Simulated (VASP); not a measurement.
```
CELL_PARAMETERS angstrom
      0.00000     3.19106     3.19106
      3.19106     0.00000     3.19106
      3.19106     3.19106     0.00000
ATOMIC_POSITIONS crystal
  Te 0.00000 0.00000 0.00000
  Pb 0.50000 0.50000 0.50000
```

The numbers are results of LDA (Ceperley-Alder, Perdew-Zunger), VASP's LDA PAW potentials (set 64) (plane waves; VASP), not measurements. Numerical set-up: 400 eV cut-off, 7×7×7 Γ-centred mesh, Gaussian smearing of 0.050 eV, potentials Te Pb_d.

Q: Estimate the energy per atom (σ→0).

A: 
The energy per atom (σ→0) is -4388 meV/atom.

The structure comes from a computed database's TePb entry (Fm-3m); how it stands against other phases isn't given here. It was relaxed first, which changed the volume by -7 %. The start is the result of an earlier pass.
